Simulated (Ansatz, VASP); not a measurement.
**PC6 in VASP and in Ansatz**

```
P C
1.0
    -3.19517    3.19517    3.16440
     3.19517   -3.19517    3.16440
     3.19517    3.19517   -3.16440
P C
1 6
Cartesian
  0.0000 0.0000 0.0000
  4.5277 0.0000 0.0000
  1.8627 0.0000 0.0000
  0.0000 0.0000 4.5039
  0.0000 0.0000 1.8249
  0.0000 4.5277 0.0000
  0.0000 1.8627 0.0000
```

Change from the starting cell: species swapped into the TcF6 type (I4/mmm, No. 139).

Alike in both runs: task single point; functional PBE; k mesh 4 × 4 × 4; occupations gaussian, width 0.1 eV; no spin polarisation.

|  | VASP | Ansatz |
| --- | --- | --- |
| version | VASP 6.6.1 | Ansatz 0.2.0 |
| potentials or method | VASP PAW PBE potentials, release 64 (P, C) | scalar-relativistic, plane waves, PAW |
| plane-wave cutoff (eV) | 520 | 420 |
| valence electrons in the cell | 29 | 29 |

```csv
,VASP,Ansatz,Ansatz less VASP
gap on the k mesh at the Fermi level (eV),none,none,-
pressure (GPa),-8.9,-8.8,+0.13
largest component of the traceless stress (GPa),1.13,1.14,+0.010
rms of the force components (eV/Å),0.391,0.378,-0.0121
```

Atom by atom the forces differ by 0.012 eV/Å (rms over components). A gap of «none» marks a metal or a gap that the smearing closes.
